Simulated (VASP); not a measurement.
Computed with optB88-vdW, VASP's PBE PAW potentials (set 64) (plane waves; VASP 6.6.1).

VASP ran on this input.

**KPOINTS**
```
Automatic mesh
0
gamma
9 9 9
```

**POSCAR**
```
BP
1.0
  0.0000000000   2.2700000000   2.2700000000
  2.2700000000   0.0000000000   2.2700000000
  2.2700000000   2.2700000000   0.0000000000
B P
1 1
Direct
  0.0000000000   0.0000000000   0.0000000000
  0.2500000000   0.2500000000   0.2500000000
```

**INCAR**
```
IBRION = 2
SYSTEM = BP
GGA = BO
SIGMA = 0.05   # width (eV)
LWAVE = .FALSE.
PARAM2 = 0.22
ISIF = 3
LUSE_VDW = .TRUE.
LASPH = .TRUE.
AGGAC = 0.0
EDIFF = 1E-6   # SCF stop (eV)
LCHARG = .FALSE.
LREAL = .FALSE.
NELM = 100
PARAM1 = 0.1833333333
ISMEAR = 0   # Gaussian
EDIFFG = -0.01
NSW = 60
ENCUT = 520
ALGO = Normal
PREC = Accurate
```

POTCAR, in this order: B P (PBE.64 set). Program: vasp_std.

Question: What will the output report for the number of irreducible k-points (NKPTS), largest plane-wave count, number of space-group operations, FFT grid (NGX, NGY, NGZ)?

Answer: 
| Item | Value |
|---|---|
| number of irreducible k-points (NKPTS) | 35 |
| largest plane-wave count | 638 |
| number of space-group operations | 24 |
| FFT grid (NGX, NGY, NGZ) | 24 × 24 × 24 |

The compound is BP in the zinc blende structure. This run relaxes it. Symmetry was kept, so distortions that lower it aren't found.
